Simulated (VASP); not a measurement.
WS2:

```
W S
1.0
     3.18000    0.00000    0.00000
    -1.59000    2.75396    0.00000
     0.00000    0.00000   12.50000
W S
2 4
Direct
  0.33333 0.66667 0.25000
  0.66667 0.33333 0.75000
  0.33333 0.66667 0.62500
  0.66667 0.33333 0.12500
  0.33333 0.66667 0.87500
  0.66667 0.33333 0.37500
```

* Program: VASP 6.6.1
* Task: relaxation of cell and atoms
* Functional: PBE
* Dispersion: D3(BJ)
* Potentials or basis: VASP PAW PBE potentials, release 64 (W_sv, S)
* Cutoff: 600 eV
* k mesh: 12 × 12 × 3
* Occupations: gaussian, width 0.03 eV
* Spin: no spin polarisation

At the start: pressure -1.5 GPa; volume 18.24 Å³/atom.

**Question.** How do energy, volume and symmetry change on relaxing?

**Answer.** Over 12 steps the energy falls by 5.5 meV/atom and the volume is 17.45 Å³/atom (-4.4 %); space group P6_3/mmc (No. 194, to 0.05 Å).

Step by step:
| step | energy change (eV) | largest force (eV/Å) | pressure (GPa) | volume (Å³) |
| --- | --- | --- | --- | --- |
| 1 | 0.0000 | 0.1376 | -1.52 | 109.47 |
| 2 | -0.0075 | 0.3287 | 1.82 | 106.74 |
| 3 | -0.0119 | 0.2556 | 0.51 | 107.76 |
| 4 | -0.0146 | 0.0716 | -0.68 | 107.53 |
| 5 | -0.0164 | 0.0531 | -0.22 | 107.62 |
| 6 | -0.0201 | 0.0478 | -0.21 | 107.24 |
| 7 | -0.0288 | 0.0341 | -0.15 | 106.08 |
| 8 | -0.0309 | 0.0028 | 0.17 | 103.77 |
| 9 | -0.0329 | 0.0242 | 0.02 | 104.82 |
| 10 | -0.0329 | 0.0218 | 0.03 | 104.68 |
| 11 | -0.0325 | 0.0729 | -0.38 | 104.65 |
| 12 | -0.0330 | 0.0017 | -0.07 | 104.67 |

Final structure:
```cif
data_structure
_symmetry_space_group_name_H-M 'P 1'
_symmetry_Int_Tables_number 1
_cell_length_a 3.1551
_cell_length_b 3.1551
_cell_length_c 12.1414
_cell_angle_alpha 90.000
_cell_angle_beta 90.000
_cell_angle_gamma 120.000
_cell_volume 104.67
loop_
_atom_site_label
_atom_site_type_symbol
_atom_site_fract_x
_atom_site_fract_y
_atom_site_fract_z
_atom_site_occupancy
W1 W 0.33333 0.66667 0.25000 1
W2 W 0.66667 0.33333 0.75000 1
S1 S 0.33333 0.66667 0.62032 1
S2 S 0.66667 0.33333 0.12032 1
S3 S 0.33333 0.66667 0.87968 1
S4 S 0.66667 0.33333 0.37968 1
```
